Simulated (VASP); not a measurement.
# Tc3Sn (P-6m2) in VASP: further runs

The runs below take Tc3Sn through single point, relaxation of cell and atoms, with PBEsol.

Program: VASP 6.6.1. These are calculated values, not measurements. Logs are shortened: lines on timing, memory, paths and dates and some standing lists are left out, and cuts for length are marked.

## Step 1: The structure

It takes space group P-6m2 (No. 187, hexagonal). Conventional cell: a = 2.901 Å, b = 2.901 Å, c = 8.514 Å, α = 90.00°, β = 90.00°, γ = 120.00°. Around Tc (site symmetry -6m2) lie 12 Tc at 2.63 to 2.90 Å. Tc (site symmetry 3m) has 9 Tc at 2.63 to 2.90 Å and 3 Sn at 2.79 Å as nearest neighbours. Sn (site symmetry -6m2) is surrounded by 6 Tc at 2.79 Å and 6 Sn at 2.90 Å.

The cell comes from a database or a generator and needn't be the stable form of this composition.

## Step 2: Single point, PBEsol

INCAR reads:

```
PREC = Accurate
ENCUT = 520
EDIFF = 1E-6
ISMEAR = -1
SIGMA = 0.05
LREAL = False
LASPH = True
NELM = 100
ALGO = Fast
ISIF = 2
LWAVE = False
LCHARG = True
GGA = PS
LELF = True
LVHAR = True
NBANDS = 34
```

KPOINTS reads:

```
Automatic mesh
0
Gamma
  9 9 3
```

POSCAR reads:

```
Tc3Sn
1.0
    2.9008801854      0.0000000028      0.0000000000
   -1.4504400951      2.5122359324      0.0000000000
    0.0000000000      0.0000000000      8.5139752726
Tc Sn
3 1
Direct
    0.3333333333      0.6666666667      0.5000000000
    0.6666666667      0.3333333333      0.2615144750
    0.6666666667      0.3333333333      0.7384855250
    0.3333333333      0.6666666667      0.0000000000
```

Potentials or basis: VASP PAW PBE potentials, release 64 (Tc_pv, Sn_d).

Started as:

```
$ cat potpaw_PBE.64/Tc_pv/POTCAR potpaw_PBE.64/Sn_d/POTCAR > POTCAR
$ mpirun -np 1 vasp_std > vasp.out
```

OUTCAR:

```text
PREC = Accurate
   ENCUT = 520
   EDIFF = 1E-6
   ISMEAR = -1
   LREAL = False
   LASPH = True
   NELM = 100
   ISIF = 2
   GGA = PS

 ion  position               nearest neighbor table
   1  0.333  0.667  0.500-   2 2.63   3 2.63   2 2.63   3 2.63   2 2.63   3 2.63
   2  0.667  0.333  0.262-   1 2.63   1 2.63   1 2.63   4 2.79   4 2.79   4 2.79
   3  0.667  0.333  0.738-   1 2.63   1 2.63   1 2.63   4 2.79   4 2.79   4 2.79
   4  0.333  0.667  0.000-   2 2.79   3 2.79   2 2.79   3 2.79   2 2.79   3 2.79

  LATTYP: Found a hexagonal cell.
 ALAT       =     2.9008801854
 C/A-ratio  =     2.9349627453

  Lattice vectors:

 A1 = (   2.9008801854,   0.0000000028,   0.0000000000)
 A2 = (  -1.4504400951,   2.5122359324,   0.0000000000)
 A3 = (   0.0000000000,   0.0000000000,   8.5139752726)

Analysis of symmetry for initial positions (statically):
=====================================================================
 Subroutine PRICEL returns:
 Original cell was already a primitive cell.

 Routine SETGRP: Setting up the symmetry group for a
 hexagonal supercell.

 Subroutine GETGRP returns: Found 12 space group operations
 (whereof 12 operations were pure point group operations)
 out of a pool of 24 trial point group operations.

The static configuration has the point symmetry D_3h.

Analysis of symmetry for dynamics (positions and initial velocities):
=====================================================================
 Subroutine PRICEL returns:
 Original cell was already a primitive cell.

 Routine SETGRP: Setting up the symmetry group for a
 hexagonal supercell.

 Subroutine GETGRP returns: Found 12 space group operations
 (whereof 12 operations were pure point group operations)
 out of a pool of 24 trial point group operations.

The dynamic configuration has the point symmetry D_3h.

 Subroutine INISYM returns: Found 12 space group operations
 (whereof 12 operations are pure point group operations),
 and found     1 'primitive' translations

----------------------------------------------------------------------------------------

                                     Primitive cell

  volume of cell :      62.0473

  direct lattice vectors                    reciprocal lattice vectors
     2.900880185  0.000000003  0.000000000     0.344722958  0.199025893  0.000000000
    -1.450440095  2.512235932  0.000000000    -0.000000000  0.398051786  0.000000000
[... 88 lines left out ...]
   EDIFF  = 0.1E-05   stopping-criterion for ELM
   LREAL  =      F    real-space projection
   EDIFFG = 0.1E-04   stopping-criterion for IOM
   NSW    =      0    number of steps for IOM
   IBRION =     -1    ionic relax: 0-MD 1-quasi-New 2-CG
   NFREE  =      0    steps in history (QN), initial steepest desc. (CG)
   ISIF   =      2    stress and relaxation
   ISYM   =      2    0-nonsym 1-usesym 2-fastsym
   POTIM  = 0.5000    time-step for ionic-motion
   TEBEG  =    0.0;   TEEND  =   0.0 temperature during run
   PSTRESS=    0.0 pullay stress
   NELECT =      53.0000    total number of electrons
   NUPDOWN=      -1.0000    fix difference up-down
   EMIN   =  10.00;   EMAX   =-10.00  energy-range for DOS
   EFERMI =   0.00;   METHOD = LEGACY
   ISMEAR =    -1;   SIGMA  =   0.05  broadening in eV -4-tet -1-fermi 0-gaus
   EFERMI_NEDOS =   21; number of points for ismear=-14 and -15
   IALGO  =     68    algorithm
   IMIX   =      4    mixing-type and parameters
     AMIX     =   0.40;   BMIX     =  1.00
     AMIX_MAG =   1.60;   BMIX_MAG =  1.00
  volume/ion in A,a.u.               =      15.51       104.68
  Fermi-wavevector in a.u.,A,eV,Ry     =   1.553314  2.935338 32.827924  2.412784
  Thomas-Fermi vector in A             =   2.657563
   LORBIT       =      0    0 simple, 1 ext, 2 COOP (PROOUT), +10 PAW based schemes
   GGA     = PS    functional components
   LHFCALC =     F    Hartree Fock is set to
   AEXX    =    0.0000 exact exchange contribution
   IVDW    =     0    specifies the selected vdW correction
   LEPSILON=     F    determine dielectric tensor
   LRPA    =     F    only Hartree local field effects (RPA)
 non-spin polarized calculation
 RMM-DIIS sequential band-by-band and
  energy-cutoff  :      520.00
  volume of cell :       62.05
 maximum number of plane-waves:      1735
 NGX is ok and might be reduce to    24
   NGX = 11   NGY = 11   NGZ = 31

 number of electron      52.9999995 magnetization

 Free energy of the ion-electron system (eV)
  ---------------------------------------------------
  ext. energy  EPLUGINS =         0.00000000
  ---------------------------------------------------
  free energy    TOTEN  =       -37.27650444 eV

  energy without entropy =      -37.23759208  energy(sigma->0) =      -37.25704826

 E-fermi :  12.6427     XC(G=0): -13.4364

 val. band max:       12.6248532573   @ k =   0.4444  -0.0000   0.3333
 cond. band min:      12.6637195331   @ k =   0.3333   0.2222   0.0000
 fundamental gap:      0.0388662758
 Fermi energy:        12.6426622254

 k-point     1 :       0.0000    0.0000    0.0000
  band No.  band energies     occupation
      1     -26.5994      2.00000
      2     -26.0165      2.00000
      3     -25.8916      2.00000
      4     -25.8916      2.00000
      5     -25.7029      2.00000
      6     -25.7029      2.00000
[... 877 lines left out ...]
     33      17.7417      0.00000
     34      18.8659      0.00000

------------------------ aborting loop because EDIFF is reached ----------------------------------------

  FORCE on cell =-STRESS in cart. coord.  units (eV):
  Direction    XX          YY          ZZ          XY          YZ          ZX
  --------------------------------------------------------------------------------------
  -------------------------------------------------------------------------------------
  Total       -0.1510139     -0.1510139     -0.1051252     -0.0000000     -0.0000000     -0.0000000
  in kB       -3.8994638     -3.8994638     -2.7145300     -0.0000000     -0.0000000     -0.0000000
  external PRESSURE =      -3.5044859 kB  Pullay stress =       0.0000000 kB

 VOLUME and BASIS-vectors are now :
 -----------------------------------------------------------------------------
  energy-cutoff  :      520.00
  volume of cell :       62.05
      direct lattice vectors                 reciprocal lattice vectors
     2.900880185  0.000000003  0.000000000     0.344722958  0.199025893  0.000000000
    -1.450440095  2.512235932  0.000000000    -0.000000000  0.398051786  0.000000000
     0.000000000  0.000000000  8.513975273     0.000000000  0.000000000  0.117453947

 POSITION                                       TOTAL-FORCE (eV/Angst)
 -----------------------------------------------------------------------------------
     -0.00000      1.67482      4.25699        -0.000000      0.000000      0.000000
      1.45044      0.83741      2.22653         0.000000      0.000000      0.044870
      1.45044      0.83741      6.28745         0.000000      0.000000     -0.044870
     -0.00000      1.67482      0.00000        -0.000000      0.000000      0.000000
 -----------------------------------------------------------------------------------
    total drift:                               -0.000000      0.000000      0.000000

  FREE ENERGIE OF THE ION-ELECTRON SYSTEM (eV)
  ---------------------------------------------------
  free  energy   TOTEN  =       -37.2765044405 eV

  energy  without entropy=      -37.2375920789  energy(sigma->0) =      -37.25704826
```

OSZICAR:

```text
N       E                     dE             d eps       ncg     rms          rms(c)
DAV:   1     0.748745862690E+03    0.74875E+03   -0.29083E+04  1696   0.221E+03
DAV:   2     0.176159261226E+02   -0.73113E+03   -0.71438E+03  1714   0.587E+02
DAV:   3    -0.378628582431E+02   -0.55479E+02   -0.53469E+02  1814   0.164E+02
DAV:   4    -0.397483092546E+02   -0.18855E+01   -0.18609E+01  1812   0.315E+01
DAV:   5    -0.397910507756E+02   -0.42742E-01   -0.42688E-01  1972   0.494E+00    0.289E+01
RMM:   6    -0.377184041130E+02    0.20726E+01   -0.53473E+00  1701   0.141E+01    0.100E+01
RMM:   7    -0.392504910975E+02   -0.15321E+01   -0.46152E+00  2142   0.103E+01    0.108E+01
RMM:   8    -0.372804674439E+02    0.19700E+01   -0.13082E+00  1941   0.607E+00    0.174E+00
RMM:   9    -0.372786188780E+02    0.18486E-02   -0.25383E-01  2088   0.208E+00    0.548E-01
RMM:  10    -0.372761770611E+02    0.24418E-02   -0.33143E-02  2308   0.915E-01    0.234E-01
RMM:  11    -0.372765167440E+02   -0.33968E-03   -0.79079E-03  2514   0.394E-01    0.128E-01
RMM:  12    -0.372764853953E+02    0.31349E-04   -0.12077E-03  2473   0.172E-01    0.287E-02
RMM:  13    -0.372765020135E+02   -0.16618E-04   -0.26194E-04  2437   0.790E-02    0.144E-02
RMM:  14    -0.372765041286E+02   -0.21151E-05   -0.53865E-05  2392   0.355E-02    0.375E-03
RMM:  15    -0.372765044405E+02   -0.31191E-06   -0.78285E-06  1765   0.146E-02
   1 F= -.37276504E+02 E0= -.37257048E+02  d E =-.389124E-01
```

Wall time 36 s (1 thread of Intel Xeon Platinum 8488C (Sapphire Rapids), shared host); peak memory 0.2 GiB.

Results:

- Free energy: -37.2765 eV
- Pressure: -0.4 GPa
- Largest force: 0.045 eV/Å
- Band gap on the k mesh: none (metal or under the smearing width)

Forces in eV/Å, atoms in the order of the input:
```
Tc   0.000  0.000  0.000
Tc   0.000  0.000  0.045
Tc   0.000  0.000 -0.045
Sn   0.000  0.000  0.000
```

Levels at points of the mesh, in eV from the Fermi level:
```csv
k point,band 22,band 23,band 24,band 25,band 26,band 27,band 28,band 29,band 30,band 31
"(0.00, 0.00, 0.00)",-1.96,-1.96,-1.15,-1.15,-0.56,-0.11,-0.11,1.06,1.30,1.30
```

Caveat: the PAW data sets were made with another functional, which shifts forces and pressure a little.

## Step 3: Relaxation of cell and atoms, PBEsol

This run uses another cell than the first one, of 16.17 Å³/atom, 1.043 times its volume.

INCAR reads:

```
PREC     = Accurate       # precision mode
ENCUT    = 600            # plane-wave cutoff, eV
EDIFF    = 1E-7           # SCF threshold, eV
ISMEAR   = -1             # smearing method
SIGMA    = 0.05           # smearing width, eV
LREAL    = False          # projectors in reciprocal space
LASPH    = True           # aspherical terms in the spheres
NELM     = 100            # most SCF steps
ALGO     = Normal         # electronic algorithm
ISIF     = 8              # what is computed and relaxed
LWAVE    = False          # write WAVECAR
LCHARG   = False          # write CHGCAR
GGA      = PS             # functional
IBRION   = 2              # ionic algorithm
NSW      = 80             # ionic steps
EDIFFG   = -0.02          # ionic threshold
```

KPOINTS reads:

```
regular mesh
0
Gamma
  9 9 3
```

POSCAR reads:

```
Tc3Sn
1.0
    2.9415865700      0.0000000000      0.0000000000
   -1.4707932900      2.5474887000      0.0000000000
    0.0000000000      0.0000000000      8.6334470000
Tc Sn
3 1
Direct
    0.3333333330      0.6666666706      0.5000000000
    0.6666666704      0.3333333294      0.2617819997
    0.6666666704      0.3333333294      0.7382180003
    0.3333333330      0.6666666706      0.0000000000
```

Potentials or basis: VASP PAW PBE potentials, release 64 (Tc_pv, Sn_d).

Started as:

```
$ cat potpaw_PBE.64/Tc_pv/POTCAR potpaw_PBE.64/Sn_d/POTCAR > POTCAR
$ mpirun -np 1 vasp_std > vasp.out
```

OUTCAR:

```text
PREC = Accurate
   ENCUT = 600
   EDIFF = 1E-7
   ISMEAR = -1
   LREAL = False
   LASPH = True
   NELM = 100
   ISIF = 8
   GGA = PS
   IBRION = 2
   NSW = 80
   EDIFFG = -0.02

 ion  position               nearest neighbor table
   1  0.333  0.667  0.500-   2 2.67   3 2.67   2 2.67   3 2.67   2 2.67   3 2.67
   2  0.667  0.333  0.262-   1 2.67   1 2.67   1 2.67   4 2.83   4 2.83   4 2.83
   3  0.667  0.333  0.738-   1 2.67   1 2.67   1 2.67   4 2.83   4 2.83   4 2.83
   4  0.333  0.667  0.000-   2 2.83   3 2.83   2 2.83   3 2.83   2 2.83   3 2.83

  LATTYP: Found a hexagonal cell.
 ALAT       =     2.9415865700
 C/A-ratio  =     2.9349627470

  Lattice vectors:

 A1 = (   2.9415865700,   0.0000000000,   0.0000000000)
 A2 = (  -1.4707932900,   2.5474887000,   0.0000000000)
 A3 = (   0.0000000000,   0.0000000000,   8.6334470000)

Analysis of symmetry for initial positions (statically):
=====================================================================
[... 185 lines left out ...]
  Total       -3.6888829     -3.6888829     -4.2246754      0.0000000     -0.0000000     -0.0000000
  in kB      -91.3539482    -91.3539484   -104.6226710      0.0000002     -0.0000000     -0.0000000
  external PRESSURE =     -95.7768558 kB  Pullay stress =       0.0000000 kB
[... 253 lines left out ...]
--------------------------------------- Ionic step        8  -------------------------------------------

 number of electron      52.9999993 magnetization

 Free energy of the ion-electron system (eV)
  ---------------------------------------------------
  ext. energy  EPLUGINS =         0.00000000
  ---------------------------------------------------
  free energy    TOTEN  =       -37.27885357 eV

  energy without entropy =      -37.23999634  energy(sigma->0) =      -37.25942496

 E-fermi :  12.6597     XC(G=0): -13.4410

 val. band max:       12.6406074712   @ k =   0.4444  -0.0000   0.3333
 cond. band min:      12.6818724741   @ k =   0.3333   0.2222   0.0000
 fundamental gap:      0.0412650029
 Fermi energy:        12.6597230539

 k-point     1 :       0.0000    0.0000    0.0000
  band No.  band energies     occupation
      1     -26.5877      2.00000
      2     -26.0008      2.00000
      3     -25.8759      2.00000
      4     -25.8759      2.00000
      5     -25.6856      2.00000
      6     -25.6856      2.00000
[... 836 lines left out ...]
  FREE ENERGIE OF THE ION-ELECTRON SYSTEM (eV)
  ---------------------------------------------------
  free  energy   TOTEN  =       -37.2788535700 eV

  energy  without entropy=      -37.2399963431  energy(sigma->0) =      -37.25942496

 reached required accuracy - stopping structural energy minimisation
```

CONTCAR:

```text
Tc3Sn
   1.00000000000000
     2.9000374776560851    0.0000000000000000    0.0000000000000000
    -1.4500187437574186    2.5115061304843320    0.0000000000000000
     0.0000000000000000    0.0000000000000000    8.5115019617993060
  Tc              Sn
     3     1
Direct
     0.3333333329999988    0.6666666706000015    0.5000000000000000
     0.6666666703999979    0.3333333293999985    0.2617579844429197
     0.6666666703999979    0.3333333293999985    0.7382420155570805
     0.3333333329999988    0.6666666706000015    1.0000000000000000

  0.00000000E+00  0.00000000E+00  0.00000000E+00
  0.00000000E+00  0.00000000E+00  0.00000000E+00
  0.00000000E+00  0.00000000E+00  0.00000000E+00
  0.00000000E+00  0.00000000E+00  0.00000000E+00
```

It took 3.8 min on 1 thread of Intel Xeon Platinum 8488C (Sapphire Rapids), shared host; peak memory 0.23 GiB.

What came out:

```yaml
Free_energy: -37.2789 eV
Relaxed_volume: 15.50 Å³/atom
Relaxed_cell: a = 2.900 Å, b = 2.900 Å, c = 8.512 Å, α = 90.00°, β = 90.00°, γ = 120.00°
Space_group_after_relaxing_to_0.05_Å: P-6m2 (No. 187)
Energy_gained_by_relaxing: 21.0 meV/atom
Ionic_steps: 8
Pressure_after_relaxing: 0.0 GPa
Band_gap_on_the_k_mesh: none (metal or under the smearing width)
```

Forces on the atoms (eV/Å):
```
Tc   0.000  0.000  0.000
Tc   0.000  0.000  0.002
Tc   0.000  0.000 -0.002
Sn   0.000  0.000  0.000
```

The path:
| step | energy change (eV) | largest force (eV/Å) | pressure (GPa) | volume (Å³) |
| --- | --- | --- | --- | --- |
| 1 | 0.0000 | 0.1969 | -9.58 | 64.70 |
| 2 | 0.4589 | 0.7537 | 31.75 | 56.06 |
| 3 | -0.0837 | 0.0336 | -0.42 | 62.12 |
| 4 | -0.0838 | 0.0422 | -0.07 | 62.03 |
| 5 | -0.0838 | 0.0474 | 0.15 | 61.98 |
| 6 | -0.0839 | 0.0038 | -0.34 | 62.09 |
| 7 | -0.0839 | 0.0226 | -0.13 | 62.04 |
| 8 | -0.0839 | 0.0024 | 0.01 | 61.99 |

Final structure:
```
Tc Sn
1.0
     2.90004    0.00000    0.00000
    -1.45002    2.51151    0.00000
     0.00000    0.00000    8.51150
Tc Sn
3 1
Direct
  0.33333 0.66667 0.50000
  0.66667 0.33333 0.26176
  0.66667 0.33333 0.73824
  0.33333 0.66667 0.00000
```

Levels at points of the mesh, in eV from the Fermi level:
```
           k point  band 23  band 24  band 25  band 26  band 27  band 28  band 29  band 30
(0.00, 0.00, 0.00)    -1.97    -1.15    -1.15    -0.55    -0.11    -0.11     1.07     1.30
```

Caveat: the PAW data sets were made with another functional, which shifts forces and pressure a little.

[end of part 1 of 2]
